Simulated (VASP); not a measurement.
These are PBEsol GGA, VASP's PBE PAW potentials (set 64) (plane waves; VASP) values and carry that method's errors.

Input for VASP

### KPOINTS
```
Automatic mesh
0
Gamma
12 12 12
0 0 0
```

### POSCAR
```
SiGe
1.0
  3.1043754240   0.0000000000   0.0000000000
  0.0000000000   3.1043754240   0.0000000000
  0.0000000000   0.0000000000   3.1043754240
Si Ge
1 1
Cartesian
  0.0000000000   0.0000000000   0.0000000000
  1.5521877120   1.5521877120   1.5521877120
```

**INCAR**
```
SYSTEM = SiGe
PREC = Accurate
ENCUT = 500
EDIFF = 1E-6
NELM = 100
ALGO = Normal
LREAL = .FALSE.
LASPH = .TRUE.
ISMEAR = 1
SIGMA = 0.1
GGA = PS
LMAXMIX = 4
LWAVE = .FALSE.
LCHARG = .FALSE.
IBRION = 2
ISIF = 3
NSW = 40
EDIFFG = -0.02
PSTRESS = 200
```

POTCAR, in this order: Si Ge_d (PBE.64 set). Program: vasp_std.

Output of the run:

**OUTCAR**
```
 ion  position               nearest neighbor table
   1  0.000  0.000  0.000-   2 2.69   2 2.69   2 2.69   2 2.69   2 2.69   2 2.69   2 2.69   2 2.69
  LATTYP: Found a simple cubic cell.
 ALAT       =     3.1043754240
 Subroutine PRICEL returns:
 Original cell was already a primitive cell.
 Subroutine GETGRP returns: Found 48 space group operations
The static configuration has the point symmetry O_h .
The dynamic configuration has the point symmetry O_h .
 Subroutine INISYM returns: Found 48 space group operations
 Subroutine IBZKPT returns following result:
 Found     84 irreducible k-points:

 Following reciprocal coordinates:
            Coordinates               Weight
  0.000000  0.000000  0.000000      1.000000
  0.083333  0.000000  0.000000      6.000000
  0.166667  0.000000  0.000000      6.000000
  0.250000  0.000000  0.000000      6.000000
  0.333333  0.000000  0.000000      6.000000
  0.416667  0.000000  0.000000      6.000000
  0.500000  0.000000  0.000000      3.000000
  0.083333  0.083333  0.000000     12.000000
  0.166667  0.083333  0.000000     24.000000
  0.250000  0.083333  0.000000     24.000000
  0.333333  0.083333  0.000000     24.000000
  0.416667  0.083333  0.000000     24.000000
  0.500000  0.083333  0.000000     12.000000
  0.166667  0.166667  0.000000     12.000000
  0.250000  0.166667  0.000000     24.000000
  0.333333  0.166667  0.000000     24.000000
  0.416667  0.166667  0.000000     24.000000
  0.500000  0.166667  0.000000     12.000000
  0.250000  0.250000  0.000000     12.000000
  0.333333  0.250000  0.000000     24.000000
  0.416667  0.250000  0.000000     24.000000
  0.500000  0.250000  0.000000     12.000000
  0.333333  0.333333  0.000000     12.000000
  0.416667  0.333333  0.000000     24.000000
  0.500000  0.333333  0.000000     12.000000
  0.416667  0.416667  0.000000     12.000000
  0.500000  0.416667  0.000000     12.000000
  0.500000  0.500000  0.000000      3.000000
  0.083333  0.083333  0.083333      8.000000
  0.166667  0.083333  0.083333     24.000000
  0.250000  0.083333  0.083333     24.000000
  0.333333  0.083333  0.083333     24.000000
  0.416667  0.083333  0.083333     24.000000
  0.500000  0.083333  0.083333     12.000000
  0.166667  0.166667  0.083333     24.000000
  0.250000  0.166667  0.083333     48.000000
  0.333333  0.166667  0.083333     48.000000
  0.416667  0.166667  0.083333     48.000000
  0.500000  0.166667  0.083333     24.000000
  0.250000  0.250000  0.083333     24.000000
   k-points           NKPTS =     84   k-points in BZ     NKDIM =     84   number of bands    NBANDS=     13
   number of dos      NEDOS =    301   number of ions     NIONS =      2
   total plane-waves  NPLWV =  13824
   dimension x,y,z NGX =    24 NGY =   24 NGZ =   24
   dimension x,y,z NGXF=    48 NGYF=   48 NGZF=   48
   ions per type =               1   1
   PREC   = accura    normal or accurate (medium, high low for compatibility)
   ISTART =      0    job   : 0-new  1-cont  2-samecut
   ICHARG =      2    charge: 1-file 2-atom 10-const
   ISPIN  =      1    spin polarized calculation?
   LNONCOLLINEAR =      F non collinear calculations
   LSORBIT =      F    spin-orbit coupling
   INIWAV =      1    electr: 0-lowe 1-rand  2-diag
   ENCUT  =  500.0 eV  36.75 Ry    6.06 a.u.   5.66  5.66  5.66*2*pi/ulx,y,z
   NELM   =    100;   NELMIN=  2; NELMDL= -5     # of ELM steps
   EDIFF  = 0.1E-05   stopping-criterion for ELM
   LREAL  =      F    real-space projection
   NLSPLINE    = F    spline interpolate recip. space projectors
   LMAXMIX     =    4 max onsite mixed and CHGCAR
   VOSKOWN=      0    Vosko Wilk Nusair interpolation
...
```

OSZICAR:
```
       N       E                     dE             d eps       ncg     rms          rms(c)
DAV:   1     0.824265591000E+02    0.82427E+02   -0.91641E+03  2327   0.313E+03
DAV:   2    -0.176153715840E+01   -0.84188E+02   -0.81091E+02  2299   0.473E+02
DAV:   3    -0.971352904759E+01   -0.79520E+01   -0.77951E+01  2664   0.903E+01
DAV:   4    -0.985385296346E+01   -0.14032E+00   -0.14006E+00  2452   0.124E+01
DAV:   5    -0.985647985681E+01   -0.26269E-02   -0.26268E-02  2589   0.192E+00    0.311E+00
DAV:   6    -0.981661540617E+01    0.39864E-01   -0.31531E-02  2752   0.395E+00    0.171E+00
DAV:   7    -0.979879919857E+01    0.17816E-01   -0.19114E-02  2679   0.221E+00    0.126E-01
DAV:   8    -0.979827305526E+01    0.52614E-03   -0.12310E-03  2724   0.776E-01    0.768E-02
DAV:   9    -0.979825698404E+01    0.16071E-04   -0.59167E-05  2732   0.158E-01    0.120E-02
DAV:  10    -0.979825690180E+01    0.82238E-07   -0.37016E-06  2279   0.368E-02
   1 F= -.60636738E+01 E0= -.60635014E+01  d E =-.606367E+01
       N       E                     dE             d eps       ncg     rms          rms(c)
DAV:   1    -0.124565619469E+02   -0.26583E+01   -0.37893E+01  2739   0.128E+02    0.111E+01
DAV:   2    -0.100539232160E+02    0.24026E+01   -0.38295E+00  2634   0.712E+01    0.522E+00
DAV:   3    -0.935663650433E+01    0.69729E+00   -0.66521E-01  2925   0.214E+01    0.147E+00
DAV:   4    -0.929282846565E+01    0.63808E-01   -0.44290E-02  2489   0.331E+00    0.540E-01
DAV:   5    -0.929153643244E+01    0.12920E-02   -0.51677E-03  2779   0.177E+00    0.122E-01
DAV:   6    -0.929142080728E+01    0.11563E-03   -0.40574E-04  2829   0.366E-01    0.288E-02
DAV:   7    -0.929139016294E+01    0.30644E-04   -0.48794E-05  2769   0.156E-01    0.602E-03
DAV:   8    -0.929139010538E+01    0.57562E-07   -0.15083E-06  1653   0.260E-02
   2 F= -.60485071E+01 E0= -.60486221E+01  d E =0.151667E-01
       N       E                     dE             d eps       ncg     rms          rms(c)
DAV:   1    -0.104430620984E+02   -0.11517E+01   -0.12814E+01  2754   0.101E+02    0.526E+00
DAV:   2    -0.983242320172E+01    0.61064E+00   -0.79638E-01  2634   0.222E+01    0.271E+00
DAV:   3    -0.963430957249E+01    0.19811E+00   -0.31866E-01  2608   0.128E+01    0.487E-01
DAV:   4    -0.962156327706E+01    0.12746E-01   -0.19151E-02  2639   0.313E+00    0.203E-01
DAV:   5    -0.962073438467E+01    0.82889E-03   -0.65262E-04  2379   0.366E-01    0.835E-02
DAV:   6    -0.962070713850E+01    0.27246E-04   -0.18762E-04  2759   0.336E-01    0.180E-02
DAV:   7    -0.962070591087E+01    0.12276E-05   -0.45158E-06  2526   0.242E-02    0.760E-03
DAV:   8    -0.962070408194E+01    0.18289E-05   -0.13745E-06  1180   0.268E-02    0.952E-04
DAV:   9    -0.962070411193E+01   -0.29992E-07   -0.60986E-08  1092   0.306E-03
   3 F= -.61292456E+01 E0= -.61291097E+01  d E =-.655718E-01
```

**OUTCAR**
```
------------------------ aborting loop because EDIFF is reached ----------------------------------------
  FORCE on cell =-STRESS in cart. coord.  units (eV):
  Direction    XX          YY          ZZ          XY          YZ          ZX
  --------------------------------------------------------------------------------------
  Total        3.4643786      3.4643786      3.4643786      0.0000000      0.0000000     -0.0000000
  in kB      198.4487926    198.4487926    198.4487926      0.0000000      0.0000000     -0.0000000
  external PRESSURE =      -1.5512074 kB  Pullay stress =     200.0000000 kB
  volume of cell :       27.97
      direct lattice vectors                 reciprocal lattice vectors
     3.035492456  0.000000000  0.000000000     0.329435838  0.000000000  0.000000000
    -0.000000000  3.035492456  0.000000000    -0.000000000  0.329435838  0.000000000
    -0.000000000 -0.000000000  3.035492456    -0.000000000 -0.000000000  0.329435838
 POSITION                                       TOTAL-FORCE (eV/Angst)
 -----------------------------------------------------------------------------------
      0.00000      0.00000      0.00000         0.000000     -0.000000      0.000000
      1.51775      1.51775      1.51775        -0.000000      0.000000      0.000000
 -----------------------------------------------------------------------------------
    total drift:                                0.000000      0.000000     -0.000000
  FREE ENERGIE OF THE ION-ELECTRON SYSTEM (eV)
  ---------------------------------------------------
  free  energy   TOTEN  =        -9.6207041119 eV

  energy  without entropy=       -9.6202963583  energy(sigma->0) =       -9.62056819
  enthalpy is  TOTEN    =        -6.1292455910 eV   P V=        3.4914585210

 reached required accuracy - stopping structural energy minimisation
```
(Selected blocks of OUTCAR.)

**CONTCAR**
```
SiGe
   1.00000000000000
     3.0354924560841163    0.0000000000000000    0.0000000000000000
    -0.0000000000000000    3.0354924560841163    0.0000000000000000
    -0.0000000000000000   -0.0000000000000000    3.0354924560841163
  Si              Ge
     1     1
Direct
     0.0000000000000000    0.0000000000000000    0.0000000000000000
     0.5000000000000000    0.5000000000000000    0.5000000000000000
```

### OUTCAR
```
 val. band max:       10.2858162070   @ k =   0.1667   0.0833   0.0000

 cond. band min:      10.3291446098   @ k =   0.3333   0.3333   0.3333


 Fermi energy:        10.3276682345

 k-point     1 :       0.0000    0.0000    0.0000
  band No.  band energies     occupation
      1     -14.3269      2.00000
      2     -14.3269      2.00000
      3     -14.2419      2.00000
      4     -14.2419      2.00000
      5     -14.2419      2.00000
      6      -4.9750      2.00000
      7       9.7309      2.00000
      8       9.7309      2.00000
      9       9.7309      2.00000
     10      11.1341     -0.00000
     11      13.3924      0.00000
     12      13.3924      0.00000
     13      22.7600      0.00000

 k-point     2 :       0.0833    0.0000    0.0000
  band No.  band energies     occupation
      1     -14.3264      2.00000
      2     -14.3213      2.00000
      3     -14.2440      2.00000
      4     -14.2440      2.00000
      5     -14.2416      2.00000
      6      -4.8627      2.00000
      7       8.2273      2.00000
      8       9.8422      2.00000
      9       9.8422      2.00000
     10      11.7151     -0.00000
     11      13.4936      0.00000
     12      14.5979      0.00000
     13      21.7765      0.00000

 k-point     3 :       0.1667    0.0000    0.0000
  band No.  band energies     occupation
      1     -14.3252      2.00000
      2     -14.3061      2.00000
      3     -14.2497      2.00000
      4     -14.2497      2.00000
      5     -14.2410      2.00000
      6      -4.5256      2.00000
      7       6.1084      2.00000
      8      10.1752      2.05307
      9      10.1752      2.05307
     10      12.1706     -0.00000
     11      13.7956      0.00000
     12      17.1024      0.00000
     13      20.0466      0.00000

 k-point     4 :       0.2500    0.0000    0.0000
  band No.  band energies     occupation
      1     -14.3235      2.00000
      2     -14.2854      2.00000
      3     -14.2576      2.00000
...
```

Energy and stress use the plane-wave basis of the starting cell.

The structure was generated: SiGe was put into the CsCl type type (Pm-3m), which need not be its known phase. This run relaxes it under an external pressure of 20 GPa. Symmetry was kept, so distortions that lower it aren't found. VASP warned that the highest band is occupied, so more bands are needed.
